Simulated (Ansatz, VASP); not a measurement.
# Cross-check of Zr2TaCS3O (1T-TaS2 under Zr2COS MXene, AA) between VASP and Ansatz, part 2 of 2

Wanted: the spread between two codes on one cell, functional and k mesh. The structure shown is the start of the Ansatz relaxation below; VASP solves that cell, so the two are compared at the walk's first step.

VASP 6.6.1 and Ansatz 0.2.0.

So far: The structure; Ansatz: relaxation, PBE with D3(BJ).

## 3. VASP: single point, PBE with D3(BJ), start cell

Level of this step: PBE with D3(BJ), zero-moment start; plane waves and PAW (S, Ta_pv, Zr_sv, C, O) (VASP).

The same cell, functional, mesh and smearing now go to VASP, with its own data sets.

Lines of VASP's logs that name or quote its potential files are left out, and so is its time.

File INCAR:

```
SYSTEM = Zr2TaCS3O
PREC = Accurate
ENCUT = 520
EDIFF = 1E-06
NELM = 200
ISMEAR = -1
SIGMA = 0.05
LREAL = .FALSE.
ALGO = Normal
GGA = PE
IVDW = 12
NBANDS = 43
ISPIN = 2
MAGMOM = 0 0 0 -0 -0 -0 0 -0
LASPH = .TRUE.
LMAXMIX = 4
LORBIT = 11
LWAVE = .FALSE.
LCHARG = .FALSE.
ISIF = 2
LDIPOL = .TRUE.
IDIPOL = 3
DIPOL = 0.5 0.5 0.51
LVHAR = .TRUE.
GGA_COMPAT = .FALSE.
NELMDL = -8
KPAR = 2
```

File POSCAR:

```
Zr2TaCS3O
1.0
    3.3145000000      0.0000000000      0.0000000000
   -1.6572500000      2.8704410000      0.0000000000
    0.0000000000      0.0000000000     55.1745830000
S Ta Zr C O
3 1 2 1 1
Direct
    0.6666667247      0.3333334495      0.3905783937
    0.3333332753      0.6666665505      0.4537951832
    0.3333332753      0.6666665505      0.5081680454
    0.0000000000      0.0000000000      0.4221867884
    0.6666667247      0.3333334495      0.5410164677
    0.3333332753      0.6666665505      0.5880581100
    0.0000000000      0.0000000000      0.5645372979
    0.6666667247      0.3333334495      0.6094216063
```

File KPOINTS:

```
Automatic mesh
0
Gamma
12 12 1
0 0 0
```

Potentials, in the order of the species: S, Ta_pv, Zr_sv, C and O (PBE family, release 64).

Started as:

```
$ mpirun -np 2 vasp_std
```

Numbers of over 12 decimals in the logs are rounded to 6 here.

Log:

```text
[banner, memory and clock lines left out]
running    2 mpi-ranks, on    1 nodes
 distrk:  each k-point on    1 cores,    2 groups
 distr:  one band on    1 cores,    1 groups

 POSCAR found type information on POSCAR S TaZrC O
 POSCAR found :  5 types and       8 ions
 LDA part: xc-table for (Slater+PW92), standard interpolation
|                                                                             |
|           W    W    AA    RRRRR   N    N  II  N    N   GGGG   !!!           |
|           W    W   A  A   R    R  NN   N  II  NN   N  G    G  !!!           |
|           W    W  A    A  R    R  N N  N  II  N N  N  G       !!!           |
|           W WW W  AAAAAA  RRRRR   N  N N  II  N  N N  G  GGG   !            |
|           WW  WW  A    A  R   R   N   NN  II  N   NN  G    G                |
|           W    W  A    A  R    R  N    N  II  N    N   GGGG   !!!           |
|                                                                             |
|     One of the lattice vectors is very long (>50 A), but AMIN is rather     |
|     large. This can spoil convergence since charge sloshing might occur     |
|     along the long lattice vector. If problems with convergence are         |
|     observed, try to decrease AMIN to a smaller value (e.g. 0.01).          |
|     Note: This warning only applies if the self-consistency cycle is        |
|     used.                                                                   |
|                                                                             |

 POSCAR, INCAR and KPOINTS ok, starting setup
 FFT: planning ... GRIDC
 FFT: planning ... GRID_SOFT
 FFT: planning ... GRID
 WAVECAR not read
 entering main loop
       N       E                     dE             d eps       ncg     rms          rms(c)
DAV:   1     0.592508353844E+03    0.59251E+03   -0.27590E+04  3892   0.114E+03
DAV:   2     0.338804578621E+00   -0.59217E+03   -0.57479E+03  4464   0.297E+02
DAV:   3    -0.717170968026E+02   -0.72056E+02   -0.70913E+02  4546   0.975E+01
DAV:   4    -0.762736137845E+02   -0.45565E+01   -0.45366E+01  5514   0.239E+01
DAV:   5    -0.764620318811E+02   -0.18842E+00   -0.18828E+00  5000   0.345E+00
DAV:   6    -0.764656137997E+02   -0.35819E-02   -0.35808E-02  4792   0.573E-01
DAV:   7    -0.764658371867E+02   -0.22339E-03   -0.22337E-03  5080   0.110E-01
DAV:   8    -0.764658429813E+02   -0.57945E-05   -0.57944E-05  4856   0.206E-02    0.345E+01
DAV:   9    -0.135249943734E+03   -0.58784E+02   -0.16706E+02  4798   0.498E+01    0.570E+01
DAV:  10    -0.233609620530E+03   -0.98360E+02   -0.28775E+03  5191   0.661E+01    0.540E+01
DAV:  11    -0.550043425998E+02    0.17861E+03   -0.76583E+02  4734   0.647E+01    0.232E+01
DAV:  12    -0.668202725123E+02   -0.11816E+02   -0.13859E+02  4120   0.334E+01    0.100E+01
DAV:  13    -0.680221738961E+02   -0.12019E+01   -0.30011E+01  4280   0.167E+01    0.988E+00
DAV:  14    -0.660336562729E+02    0.19885E+01   -0.30395E+00  4184   0.106E+01    0.699E+00
[...]
DAV:  35    -0.656605215526E+02   -0.71012E-04   -0.59552E-06  3520   0.104E-02    0.349E-03
DAV:  36    -0.656605409083E+02   -0.19356E-04   -0.20920E-06  3146   0.654E-03    0.254E-03
DAV:  37    -0.656605668696E+02   -0.25961E-04   -0.16773E-06  3051   0.390E-03    0.387E-03
DAV:  38    -0.656605809400E+02   -0.14070E-04   -0.72616E-07  2700   0.337E-03    0.189E-03
DAV:  39    -0.656605855199E+02   -0.45799E-05   -0.16311E-07  2227   0.147E-03    0.136E-03
DAV:  40    -0.656605871993E+02   -0.16794E-05   -0.60157E-08  1844   0.106E-03    0.893E-04
DAV:  41    -0.656605911604E+02   -0.39611E-05   -0.12481E-07  2189   0.119E-03    0.567E-04
DAV:  42    -0.656605919540E+02   -0.79364E-06   -0.30639E-08  2056   0.720E-04
   1 F= -.68115856E+02 E0= -.68106187E+02  d E =-.193380E-01  mag=     0.0001
```

From OUTCAR (step 3):

```text
ion  position               nearest neighbor table
   1  0.667  0.333  0.391-   4 2.59   4 2.59   4 2.59
   2  0.333  0.667  0.454-   4 2.59   4 2.59   4 2.59
   3  0.333  0.667  0.508-   5 2.64   5 2.64   5 2.64
   4  0.000  0.000  0.422-   1 2.59   2 2.59   1 2.59   1 2.59   2 2.59   2 2.59
   5  0.667  0.333  0.541-   7 2.31   7 2.31   7 2.31   3 2.64   3 2.64   3 2.64   6 3.22   6 3.22
                             6 3.22
   6  0.333  0.667  0.588-   8 2.25   8 2.25   8 2.25   7 2.31   7 2.31   7 2.31   5 3.22   5 3.22
                             5 3.22
   7  0.000  0.000  0.565-   6 2.31   6 2.31   6 2.31   5 2.31   5 2.31   5 2.31
   8  0.667  0.333  0.609-   6 2.25   6 2.25   6 2.25

  LATTYP: Found a hexagonal cell.
 ALAT       =     3.3145000000
 C/A-ratio  =    16.6464272138

 Subroutine GETGRP returns: Found  6 space group operations
 (whereof  6 operations were pure point group operations)

The static configuration has the point symmetry C_3v.

 Found     19 irreducible k-points:

   k-points           NKPTS =     19   k-points in BZ     NKDIM =     19   number of bands    NBANDS=     43

   dimension x,y,z NGX =    28 NGY =   28 NGZ =  420
   dimension x,y,z NGXF=    56 NGYF=   56 NGZF=  840

   ENCUT  =  520.0 eV  38.22 Ry    6.18 a.u.   6.16  6.16102.59*2*pi/ulx,y,z

   NELECT =      63.0000    total number of electrons

 k-points in reciprocal lattice and weights: Automatic mesh
   0.00000000  0.00000000  0.00000000       0.007
   0.08333333  0.00000000  0.00000000       0.042
   0.16666667 -0.00000000  0.00000000       0.042
   0.25000000 -0.00000000  0.00000000       0.042
   0.33333333  0.00000000  0.00000000       0.042
   0.41666667  0.00000000  0.00000000       0.042
   0.50000000 -0.00000000  0.00000000       0.021
   0.08333333  0.08333333  0.00000000       0.042
   0.16666667  0.08333333  0.00000000       0.083
[...]
0.33333333  0.25000000  0.00000000       0.083
   0.33333333  0.33333333  0.00000000       0.014

 dipolmoment           0.000000      0.000000      0.092642 electrons x Angstroem

 average (electrostatic) potential at core
       1 -94.6027       2 -94.6830       3 -93.7237       4 -46.8316       5 -86.1987
       6 -86.5777       7 -56.6946       8 -77.5889

 E-fermi :  -2.9990

 spin component 1
 k-point     1 :       0.0000    0.0000    0.0000
  band No.  band energies     occupation
    ...
     25      -4.7270      1.00000
     26      -4.7270      1.00000
     27      -4.1688      1.00000
     28      -3.0631      0.78293
     29      -3.0631      0.78293
     30      -2.9103      0.14504
     31      -2.5675      0.00018
     32      -2.5675      0.00018
     33      -2.3604      0.00000
     34      -2.3604      0.00000
    ...

 k-point     2 :       0.0833    0.0000    0.0000
  band No.  band energies     occupation
    ...
     26      -4.7442      1.00000
     27      -4.0757      1.00000
     28      -3.8577      1.00000
     29      -3.4290      0.99982
     30      -3.1892      0.97821
     31      -2.8299      0.03288
     32      -2.8099      0.02228
     33      -2.1699      0.00000
     34      -2.0131      0.00000
     35      -1.7595      0.00000
    ...

 k-point     3 :       0.1667   -0.0000    0.0000
  band No.  band energies     occupation
    ...
     28      -4.4708      1.00000
     29      -3.9046      1.00000
     30      -3.8380      1.00000
     31      -3.1840      0.97588
     32      -3.0102      0.55570
     33      -2.2883      0.00000
     34      -1.9356      0.00000
     35      -1.5598      0.00000
     36      -0.8702      0.00000
     37      -0.7721      0.00000
    ...

 k-point     4 :       0.2500   -0.0000    0.0000
  band No.  band energies     occupation
    ...
     28      -4.8195      1.00000
     29      -4.1687      1.00000
     30      -4.1437      1.00000
     31      -3.4432      0.99986
     32      -3.3996      0.99967
     33      -2.7624      0.00873
     34      -1.6279      0.00000
     35      -1.1459      0.00000
     36      -0.3733      0.00000
     37      -0.3204      0.00000
    ...

 k-point     5 :       0.3333    0.0000    0.0000
  band No.  band energies     occupation
    ...
     29      -4.3528      1.00000
     30      -4.2302      1.00000
     31      -3.7967      1.00000
     32      -3.4880      0.99994
     33      -3.1029      0.88869
     34      -1.0401      0.00000
     35      -0.6747      0.00000
     36       0.0841      0.00000
     37       0.3200      0.00000
     38       0.3581      0.00000
    ...

 k-point     6 :       0.4167    0.0000    0.0000
  band No.  band energies     occupation
    ...
     29      -4.4486      1.00000
     30      -4.2357      1.00000
     31      -3.9484      1.00000
     32      -3.5009      0.99996
     33      -3.2794      0.99635
     34      -0.2713      0.00000
     35      -0.1955      0.00000
     36       0.0464      0.00000
     37       0.9466      0.00000
     38       0.9813      0.00000
    ...

 Edisp (eV)   -2.45526

  Total      -3.16186    -3.16186   -11.96916    -0.00000     0.00000     0.00000
  in kB      -9.65045    -9.65045   -36.53160    -0.00000     0.00000     0.00000
  external pressure =      -18.61 kB  Pullay stress =        0.00 kB

  energy-cutoff  :      520.00
  volume of cell :      524.94
      direct lattice vectors                 reciprocal lattice vectors
     3.314500000  0.000000000  0.000000000     0.301704631  0.174189262  0.000000000
    -1.657250000  2.870441000  0.000000000     0.000000000  0.348378524  0.000000000
     0.000000000  0.000000000 55.174583000     0.000000000  0.000000000  0.018124287

 POSITION                                       TOTAL-FORCE (eV/Angst)
 -----------------------------------------------------------------------------------
      1.65725      0.95681     21.55000        -0.000000     -0.000000      2.453355
      0.00000      1.91363     25.03796         0.000000      0.000000     -2.756828
      0.00000      1.91363     28.03796        -0.000000      0.000000      1.708541
      0.00000      0.00000     23.29398         0.000000      0.000000      0.186417
      1.65725      0.95681     29.85036         0.000000     -0.000000     -2.275662
      0.00000      1.91363     32.44586        -0.000000      0.000000      4.458039
      0.00000      0.00000     31.14811         0.000000      0.000000     -0.884188
      1.65725      0.95681     33.62458         0.000000      0.000000     -2.889674
 -----------------------------------------------------------------------------------
    total drift:                                0.000000     -0.000243     -0.000452

  FREE ENERGIE OF THE ION-ELECTRON SYSTEM (eV)
  ---------------------------------------------------
  free  energy   TOTEN  =       -68.1158563359 eV

  energy  without entropy=      -68.0965183462  energy(sigma->0) =      -68.10618734

 vacuum level on the upper side and lower side of the slab         4.059         2.297

 total charge
# of ion       s       p       d       tot
------------------------------------------
    1        1.362   2.300   0.000   3.662
    2        1.372   2.280   0.000   3.652
    3        1.365   2.324   0.000   3.689
    4        0.281   6.168   2.164   8.612
    5        2.180   6.037   1.610   9.827
    6        2.173   6.045   1.479   9.697
    7        0.885   1.527   0.000   2.412
    8        1.574   3.355   0.000   4.929
--------------------------------------------------
tot         11.193  30.034   5.253  46.481

 magnetization (x)
# of ion       s       p       d       tot
------------------------------------------
    1       -0.000  -0.000   0.000  -0.000
    2       -0.000   0.000   0.000   0.000
    3       -0.000  -0.000   0.000  -0.000
    4        0.000  -0.000   0.000   0.000
    5        0.000   0.000   0.000   0.000
    6        0.000   0.000   0.000   0.000
    7       -0.000  -0.000   0.000  -0.000
    8       -0.000  -0.000   0.000  -0.000
--------------------------------------------------
tot         -0.000  -0.000   0.000   0.000

[... 3 further parts left out ...]
```

This run allows spin, but its moments start at zero, where symmetry between the spins tends to hold them. Its electron count is odd, so without a moment it is a metal by construction.

## 4. Differences

Known differences besides the potentials themselves: Ansatz cuts the interaction across the vacuum, VASP repeats the sheet with a dipole correction; the data sets hold 65 valence electrons in Ansatz (on its default PAW (the set named soft_2) files) and 63 in VASP; the cutoff is 420 eV in Ansatz and 520 eV in VASP. Total energies have different zeros and are not compared.

Forces (eV/Å; atoms numbered as in POSCAR):

```csv
atom,"Ansatz x, y, z","VASP x, y, z"
S1,"0.000, 0.000, 2.451","0.000, 0.000, 2.453"
S2,"0.000, 0.000, -2.751","0.000, 0.000, -2.757"
S3,"0.000, 0.000, 1.704","0.000, 0.000, 1.709"
Ta4,"0.000, 0.000, 0.189","0.000, 0.000, 0.186"
Zr5,"0.000, 0.000, -2.257","0.000, 0.000, -2.276"
Zr6,"0.000, 0.000, 4.460","0.000, 0.000, 4.458"
C7,"0.000, 0.000, -0.884","0.000, 0.000, -0.884"
O8,"0.000, 0.000, -2.912","0.000, 0.000, -2.890"
```

The forces differ by 6.2 meV/Å r.m.s., which is 0.4 % of the r.m.s. force of 1.454 eV/Å (both taken over all components). Moments aren't recorded for both runs of this pair, so they may hold unlike magnetic states. With vacuum in the cell, a pressure given here is an average over mostly empty space and none of the material.

## 5. What came out

| Quantity | Value |
| --- | --- |
| r.m.s. force difference (single point, PBE with D3(BJ), start cell) | 0.43 % of the r.m.s. force |

The r.m.s. force difference is 0.43 % of the r.m.s. force (single point, PBE with D3(BJ), start cell), within the 3 % picked in this series as the mark of a large difference. The data sets hold unlike numbers of valence electrons (65 in Ansatz and 63 in VASP), so part of the differences comes from the potentials. Such differences can come from data sets, numerical settings and the points named under the comparisons, not from the functional's error against experiment.

[Lines on the potential files, build, host, timing and source positions are cut from VASP's logs without a mark.]

[Logs are printed without paths, hosts, clocks, repeated set-up lines and the standing remarks that a program may print on its own settings, such as how far it seeks lower states.]

[Hosts, paths, dates, database ids (printed as entryN), source tags and the programs' standing remarks are cut or masked in the printed files.]
